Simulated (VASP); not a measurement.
# Vibrations of SnSe2: a test of the settings, part 2 of 3

How far do the zone-centre frequencies of SnSe2 depend on the numerical settings? The starting structure is a measured crystal structure from the Crystallography Open Database.

VASP 6.6.1.

**2. Reference modes (continued)**

Level of this step: LDA; plane waves and PAW (Sn_d, Se) (VASP).

Parts of OUTCAR (step 2):

```text
ion  position               nearest neighbor table
   1  0.000  0.000  0.000-   2 2.70   3 2.70   3 2.70   2 2.70   2 2.70   3 2.70
   2  0.667  0.333  0.732-   1 2.70   1 2.70   1 2.70
   3  0.333  0.667  0.268-   1 2.70   1 2.70   1 2.70

  LATTYP: Found a hexagonal cell.
 ALAT       =     3.8037000948
 C/A-ratio  =     1.5493718596

 Subroutine GETGRP returns: Found 12 space group operations
 (whereof 12 operations were pure point group operations)

The static configuration has the point symmetry D_3d.

 Found     72 irreducible k-points:

   k-points           NKPTS =     72   k-points in BZ     NKDIM =     72   number of bands    NBANDS=     19

   dimension x,y,z NGX =    28 NGY =   28 NGZ =   42
   dimension x,y,z NGXF=    56 NGYF=   56 NGZF=   84

   ENCUT  =  450.0 eV  33.07 Ry    5.75 a.u.   6.58  6.58 10.19*2*pi/ulx,y,z

   NELECT =      26.0000    total number of electrons

 k-points in reciprocal lattice and weights: Automatic mesh
   0.00000000  0.00000000  0.00000000       0.002
   0.10000000  0.00000000  0.00000000       0.010
   0.20000000  0.00000000  0.00000000       0.010
   0.30000000  0.00000000  0.00000000       0.010
   0.40000000  0.00000000  0.00000000       0.010
   0.50000000  0.00000000  0.00000000       0.005
   0.10000000  0.10000000  0.00000000       0.010
   0.20000000  0.10000000  0.00000000       0.020
   0.30000000  0.10000000  0.00000000       0.020
[...]
0.40000000  0.20000000  0.50000000       0.010
   0.30000000  0.30000000  0.50000000       0.010

 average (electrostatic) potential at core
       1-101.8800       2 -59.0830       3 -59.0830

  Total       -0.0013404     -0.0013404      0.0040755     -0.0000000      0.0000000      0.0000000
  in kB       -0.0290839     -0.0290839      0.0884269     -0.0000000      0.0000000      0.0000000
  external PRESSURE =       0.0100864 kB  Pullay stress =       0.0000000 kB

  energy-cutoff  :      450.00
  volume of cell :       73.84
      direct lattice vectors                 reciprocal lattice vectors
     3.803700095  0.000000000  0.000000000     0.262901905  0.151786485  0.000000000
    -1.901850047  3.294100910  0.000000000     0.000000000  0.303572971  0.000000000
     0.000000000  0.000000000  5.893345889     0.000000000  0.000000000  0.169682896

 POSITION                                       TOTAL-FORCE (eV/Angst)
 -----------------------------------------------------------------------------------
      0.00000      0.00000      0.00000        -0.000000      0.000000      0.000000
      1.90185      1.09803      4.31507        -0.000000      0.000000     -0.000663
     -0.00000      2.19607      1.57827         0.000000     -0.000000      0.000663
 -----------------------------------------------------------------------------------
    total drift:                               -0.000000      0.000000      0.000000

 MACROSCOPIC STATIC DIELECTRIC TENSOR (including local field effects in DFT)
 ------------------------------------------------------
          13.906715     0.000000     0.000000
           0.000000    13.906715     0.000000
           0.000000     0.000000    14.583298
 ------------------------------------------------------

 PIEZOELECTRIC TENSOR (including local field effects)  for field in x, y, z        (C/m^2)
          XX          YY          ZZ          XY          YZ          ZX
  --------------------------------------------------------------------------------
  x     0.00000     0.00000     0.00000     0.00000     0.00000     0.00000
  y     0.00000     0.00000     0.00000     0.00000     0.00000     0.00000
  z     0.00000     0.00000     0.00000     0.00000     0.00000     0.00000

 BORN EFFECTIVE CHARGES (including local field effects) (in |e|, cummulative output)
 ---------------------------------------------------------------------------------
 ion    1
    1     5.21688     0.00000     0.00000
    2     0.00000     5.21688     0.00000
    3    -0.00000     0.00000     2.65209
 ion    2
    1    -2.60844     0.00000     0.00000
    2     0.00000    -2.60844     0.00000
    3     0.00000    -0.00000    -1.32605
 ion    3
    1    -2.60844     0.00000     0.00000
    2     0.00000    -2.60844     0.00000
    3     0.00000    -0.00000    -1.32605

 Eigenvectors and eigenvalues of the dynamical matrix
 ----------------------------------------------------

   1 f  =    7.275815 THz    45.715293 2PiTHz  242.695060 cm-1    30.090339 meV
             X         Y         Z           dx          dy          dz
      0.000000  0.000000  0.000000    -0.000000    0.000000   -0.756316
      1.901850  1.098034  4.315072    -0.000000    0.000000    0.462594
     -0.000000  2.196067  1.578274     0.000000   -0.000000    0.462594

   2 f  =    5.429986 THz    34.117605 2PiTHz  181.124820 cm-1    22.456606 meV
             X         Y         Z           dx          dy          dz
      0.000000  0.000000  0.000000    -0.000000    0.000000    0.000000
      1.901850  1.098034  4.315072    -0.000000    0.000000    0.707107
     -0.000000  2.196067  1.578274     0.000000   -0.000000   -0.707107

   3 f  =    4.361771 THz    27.405816 2PiTHz  145.493020 cm-1    18.038827 meV
             X         Y         Z           dx          dy          dz
      0.000000  0.000000  0.000000     0.755879    0.000001   -0.000000
      1.901850  1.098034  4.315072    -0.462951   -0.000000   -0.000000
     -0.000000  2.196067  1.578274    -0.462951   -0.000000   -0.000000

   4 f  =    4.361771 THz    27.405816 2PiTHz  145.493020 cm-1    18.038827 meV
             X         Y         Z           dx          dy          dz
      0.000000  0.000000  0.000000    -0.000001    0.755879   -0.000000
      1.901850  1.098034  4.315072     0.000000   -0.462951   -0.000000
     -0.000000  2.196067  1.578274     0.000000   -0.462951   -0.000000

   5 f  =    3.815050 THz    23.970663 2PiTHz  127.256355 cm-1    15.777770 meV
             X         Y         Z           dx          dy          dz
      0.000000  0.000000  0.000000     0.000000   -0.000000   -0.000000
      1.901850  1.098034  4.315072     0.707107   -0.000003   -0.000000
     -0.000000  2.196067  1.578274    -0.707107    0.000003   -0.000000

   6 f  =    3.815050 THz    23.970663 2PiTHz  127.256355 cm-1    15.777770 meV
             X         Y         Z           dx          dy          dz
      0.000000  0.000000  0.000000     0.000000    0.000000    0.000000
      1.901850  1.098034  4.315072    -0.000003   -0.707107    0.000000
     -0.000000  2.196067  1.578274     0.000003    0.707107    0.000000

   7 f/i=    0.002122 THz     0.013332 2PiTHz    0.070779 cm-1     0.008775 meV
             X         Y         Z           dx          dy          dz
      0.000000  0.000000  0.000000    -0.631292   -0.173544   -0.000000
      1.901850  1.098034  4.315072    -0.515368   -0.141676   -0.000000
     -0.000000  2.196067  1.578274    -0.515368   -0.141676   -0.000000

   8 f/i=    0.002122 THz     0.013332 2PiTHz    0.070779 cm-1     0.008775 meV
             X         Y         Z           dx          dy          dz
      0.000000  0.000000  0.000000    -0.173544    0.631292    0.000000
      1.901850  1.098034  4.315072    -0.141676    0.515368    0.000000
     -0.000000  2.196067  1.578274    -0.141676    0.515368    0.000000

   9 f/i=    0.008402 THz     0.052790 2PiTHz    0.280251 cm-1     0.034747 meV
             X         Y         Z           dx          dy          dz
      0.000000  0.000000  0.000000     0.000000    0.000000   -0.654207
      1.901850  1.098034  4.315072     0.000000    0.000000   -0.534796
     -0.000000  2.196067  1.578274     0.000000    0.000000   -0.534796

 MACROSCOPIC STATIC DIELECTRIC TENSOR IONIC CONTRIBUTION
 ------------------------------------------------------
          12.640133    -0.000000     0.000000
          -0.000000    12.640133     0.000000
           0.000000     0.000000     1.173699
 ------------------------------------------------------

 ELASTIC MODULI CONTR FROM IONIC RELAXATION (kBar)
 Direction    XX          YY          ZZ          XY          YZ          ZX
 --------------------------------------------------------------------------------
 XX        -129.4118   -110.2983   -318.6615      0.0000     41.0175     -0.0000
 YY        -110.2983   -129.4118   -318.6615     -0.0000    -41.0175      0.0000
 ZZ        -318.6615   -318.6615   -847.2330     -0.0000      0.0000      0.0000
 XY           0.0000     -0.0000     -0.0000     -9.5567     -0.0000     53.8470
 YZ          41.0175    -41.0175      0.0000     -0.0000   -176.0477      0.0000
 ZX          -0.0000      0.0000      0.0000     53.8470      0.0000   -303.3985
 --------------------------------------------------------------------------------

 PIEZOELECTRIC TENSOR IONIC CONTR  for field in x, y, z        (C/m^2)
          XX          YY          ZZ          XY          YZ          ZX
  --------------------------------------------------------------------------------
  x     0.00000     0.00000     0.00000     0.00000    -0.00000    -0.00000
  y     0.00000    -0.00000     0.00000    -0.00000    -0.00000     0.00000
  z    -0.00000    -0.00000    -0.00000    -0.00000     0.00000     0.00000
```

Energies printed during the response cycles are not total energies of the cell.

Reference: the zone-centre modes are A2u 242.7, A1g 181.1, Eu 145.5, Eg 127.3 cm⁻¹.

**3. Modes with a 5×5×3 mesh**

Against step 2 the input has a 5×5×3 mesh.

Contents of INCAR:

```
SYSTEM = SnSe2
PREC = Accurate
ENCUT = 450
EDIFF = 1E-08
NELM = 100
ISMEAR = 0
SIGMA = 0.03
LREAL = .FALSE.
ALGO = Normal
GGA = CA
NBANDS = 19
LORBIT = 11
LWAVE = .FALSE.
LCHARG = .FALSE.
KPAR = 4
IBRION = 8
LEPSILON = .TRUE.
LPEAD = .TRUE.
ISIF = 2
```

Contents of POSCAR:

```
SnSe2
1.0
    3.8037000948      0.0000000000      0.0000000000
   -1.9018500474      3.2941009104      0.0000000000
    0.0000000000      0.0000000000      5.8933458894
Sn Se
1 2
Direct
    0.0000000000      0.0000000000      0.0000000000
    0.6666666667      0.3333333333      0.7321938924
    0.3333333333      0.6666666667      0.2678061076
```

Contents of KPOINTS:

```
Automatic mesh
0
Gamma
5 5 3
0 0 0
```

PAW data sets: Sn_d and Se (LDA family, release 64).

On the command line:

```bash
$ mpirun -np 4 vasp_std
```

The program printed:

```text
[... set-up lines as in an earlier step ...]
 entering main loop
       N       E                     dE             d eps       ncg     rms          rms(c)
DAV:   1     0.190237036703E+03    0.19024E+03   -0.11449E+04   468   0.145E+03
DAV:   2     0.653455123401E+01   -0.18370E+03   -0.17849E+03   499   0.362E+02
DAV:   3    -0.133975085282E+02   -0.19932E+02   -0.19383E+02   569   0.110E+02
DAV:   4    -0.140201571269E+02   -0.62265E+00   -0.62173E+00   516   0.209E+01
[...]
DAV:  13    -0.137386901836E+02   -0.68231E-07   -0.24836E-07   495   0.398E-03    0.155E-03
DAV:  14    -0.137386901719E+02    0.11652E-07   -0.39766E-08   501   0.119E-03    0.470E-04
DAV:  15    -0.137386901723E+02   -0.37835E-09   -0.37095E-09   261   0.440E-04
   1 F= -.13738690E+02 E0= -.13738690E+02  d E =-.292150E-14
 Linear response reoptimize wavefunctions to high precision
DAV:   1    -0.137386901723E+02   -0.63665E-11   -0.44068E-10   291   0.172E-04
 Linear response to external field (no local field effect), progress :
  Direction:   1
[...]
RMM:  10    -0.805213257493E-01    0.84985E-08   -0.14667E-08  3053   0.240E-05    0.334E-06
 first order change of Fermi-energy   0.54878E-05
 force on displaced ion       2 direction 1 :  -3.487  -0.002   0.000
 Born effective charge ion    2 direction 1 :  -2.572  -0.001  -0.001
 Linear response progress:
  Degree of freedom:   4/  4
       N       E                     dE             d eps       ncg     rms          rms(c)
RMM:   1    -0.992631464204E-01   -0.99263E-01    0.67397E-02   993   0.154E+00
RMM:   2    -0.973377073974E-01    0.19254E-02   -0.22439E-03   809   0.256E-01    0.946E-02
RMM:   3    -0.972037358418E-01    0.13397E-03   -0.25682E-04   863   0.796E-02    0.442E-02
RMM:   4    -0.971958027419E-01    0.79331E-05   -0.46177E-05   883   0.398E-02    0.197E-02
[...]
RMM:  13    -0.972136872606E-01   -0.14386E-07   -0.22102E-09   746   0.236E-06    0.379E-07
RMM:  14    -0.972137037343E-01   -0.16474E-07   -0.87603E-10   337   0.114E-06    0.115E-07
RMM:  15    -0.972136999639E-01    0.37705E-08    0.13278E-10   295   0.887E-07    0.194E-08
 first order change of Fermi-energy   0.72363E+00
 force on displaced ion       2 direction 3 :  -0.000   0.000  -8.705
 Born effective charge ion    2 direction 3 :   0.000   0.000  -1.271
 Born effective charges drift removed
 Linear response finished
```

Run time: 2.2 min. Hardware: 4 MPI ranks of Intel Xeon Platinum 8375C at 2.90GHz (Ice Lake), shared host; peak memory 1.1 GiB; 8.7 min of CPU time.

OUTCAR, selected parts (step 3):

```text
  Total        0.1069318      0.1069318     -0.0118120      0.0000000      0.0000000     -0.0000000
  in kB        2.3201295      2.3201295     -0.2562880      0.0000000      0.0000000     -0.0000000
  external PRESSURE =       1.4613237 kB  Pullay stress =       0.0000000 kB

 POSITION                                       TOTAL-FORCE (eV/Angst)
 -----------------------------------------------------------------------------------
      0.00000      0.00000      0.00000        -0.000000      0.000000      0.000000
      1.90185      1.09803      4.31507         0.000000     -0.000000      0.097363
     -0.00000      2.19607      1.57827        -0.000000      0.000000     -0.097363
 -----------------------------------------------------------------------------------
    total drift:                               -0.000000      0.000000      0.000000

 MACROSCOPIC STATIC DIELECTRIC TENSOR (including local field effects in DFT)
 ------------------------------------------------------
          12.401936     0.000000     0.000000
          -0.000000    12.401936    -0.000000
           0.000000     0.000000    12.690816
 ------------------------------------------------------

 MACROSCOPIC STATIC DIELECTRIC TENSOR IONIC CONTRIBUTION
 ------------------------------------------------------
          12.549762     0.000000     0.000000
           0.000000    12.549762    -0.000000
           0.000000    -0.000000     1.052518
 ------------------------------------------------------

[... 1 part as in an earlier step ...]

[... 1 further part left out ...]
```

With a 5×5×3 mesh the modes are A2u 243.7, A1g 185.8, Eu 144.3, Eg 122.8 cm⁻¹; the largest shift is +4.7 cm⁻¹, in A1g, from the reference.

**4. Modes with a cutoff of 240 eV**

Against step 2 the input has ENCUT = 240.

Changes to INCAR since step 3:

```diff
@@ -2,3 +2,3 @@
 PREC = Accurate
-ENCUT = 450
+ENCUT = 240
 EDIFF = 1E-08
```

POSCAR is that of step 3.

Contents of KPOINTS:

```
Automatic mesh
0
Gamma
10 10 6
0 0 0
```

On the command line:

```bash
$ mpirun -np 4 vasp_std
```

The program printed:

```text
[... set-up lines as in an earlier step ...]
 entering main loop
       N       E                     dE             d eps       ncg     rms          rms(c)
DAV:   1     0.141061877995E+03    0.14106E+03   -0.83220E+03  2777   0.920E+02
DAV:   2    -0.156807451963E+01   -0.14263E+03   -0.13852E+03  3132   0.263E+02
DAV:   3    -0.138220906333E+02   -0.12254E+02   -0.12122E+02  3329   0.815E+01
DAV:   4    -0.140690634545E+02   -0.24697E+00   -0.24677E+00  3186   0.126E+01
[...]
DAV:  12    -0.137872082675E+02    0.23478E-06   -0.73577E-07  3276   0.509E-03    0.403E-03
DAV:  13    -0.137872083277E+02   -0.60264E-07   -0.19013E-07  3036   0.325E-03    0.137E-03
DAV:  14    -0.137872083186E+02    0.91059E-08   -0.28117E-08  2668   0.939E-04
   1 F= -.13787208E+02 E0= -.13787208E+02  d E =-.115111E-08
 Linear response reoptimize wavefunctions to high precision
DAV:   1    -0.137872083197E+02   -0.10455E-08   -0.29003E-09  2603   0.370E-04
DAV:   2    -0.137872083197E+02    0.63665E-11   -0.14338E-10  1506   0.855E-05
 Linear response to external field (no local field effect), progress :
[...]
RMM:  12    -0.796328011928E-01   -0.76276E-08    0.18632E-08 15268   0.432E-06    0.263E-07
 first order change of Fermi-energy   0.31191E-04
 force on displaced ion       2 direction 1 :  -3.694   0.000   0.000
 Born effective charge ion    2 direction 1 :  -2.605  -0.001  -0.000
 Linear response progress:
  Degree of freedom:   4/  4
       N       E                     dE             d eps       ncg     rms          rms(c)
RMM:   1    -0.986040207522E-01   -0.98604E-01    0.67560E-02  6069   0.148E+00
RMM:   2    -0.966520206036E-01    0.19520E-02   -0.25137E-03  4838   0.262E-01    0.944E-02
RMM:   3    -0.965193057041E-01    0.13271E-03   -0.28651E-04  5166   0.807E-02    0.445E-02
RMM:   4    -0.965061110804E-01    0.13195E-04   -0.53823E-05  5324   0.404E-02    0.192E-02
[...]
RMM:  13    -0.965205202297E-01    0.30733E-07    0.36042E-09  4021   0.411E-06    0.562E-07
RMM:  14    -0.965205367700E-01   -0.16540E-07    0.16279E-09  2360   0.214E-06    0.136E-07
RMM:  15    -0.965205544834E-01   -0.17713E-07    0.10732E-09  1785   0.185E-06    0.285E-08
 first order change of Fermi-energy   0.46618E+00
 force on displaced ion       2 direction 3 :  -0.000   0.000  -8.421
 Born effective charge ion    2 direction 3 :   0.000  -0.000  -1.335
 Born effective charges drift removed
 Linear response finished
```

Run time: 3 min. Hardware: 4 MPI ranks; peak memory 1.6 GiB; 12 min of CPU time.

Parts of OUTCAR (step 4):

```text
  Total       -0.2235653     -0.2235653     -0.2272325      0.0000000     -0.0000000      0.0000000
  in kB       -4.8507604     -4.8507604     -4.9303289      0.0000000     -0.0000000      0.0000000
  external PRESSURE =      -4.8772832 kB  Pullay stress =       0.0000000 kB

 POSITION                                       TOTAL-FORCE (eV/Angst)
 -----------------------------------------------------------------------------------
      0.00000      0.00000      0.00000        -0.000000      0.000000      0.000000
      1.90185      1.09803      4.31507         0.000000      0.000000     -0.007020
     -0.00000      2.19607      1.57827         0.000000      0.000000      0.007020
 -----------------------------------------------------------------------------------
    total drift:                                0.000000      0.000000      0.000000

 MACROSCOPIC STATIC DIELECTRIC TENSOR (including local field effects in DFT)
 ------------------------------------------------------
          13.913206     0.000000     0.000000
           0.000000    13.913206     0.000000
           0.000000    -0.000000    14.595326
 ------------------------------------------------------

 MACROSCOPIC STATIC DIELECTRIC TENSOR IONIC CONTRIBUTION
 ------------------------------------------------------
          12.386542    -0.000000    -0.000000
          -0.000000    12.386542     0.000000
          -0.000000     0.000000     1.171313
 ------------------------------------------------------

[... 1 part as in an earlier step ...]

[... 1 further part left out ...]
```

With a cutoff of 240 eV the modes are A2u 243.0, A1g 181.0, Eu 146.9, Eg 127.7 cm⁻¹; the largest shift is +1.4 cm⁻¹, in Eu, from the reference.

[end of part 2 of 3]

[Lines on the potential files, build, host, timing and source positions are cut from VASP's logs without a mark.]

[Logs are printed without paths, hosts, clocks, repeated set-up lines and the standing remarks that a program may print on its own settings, such as how far it seeks lower states.]

[Hosts, paths, dates, database ids (printed as entryN), source tags and the programs' standing remarks are cut or masked in the printed files.]
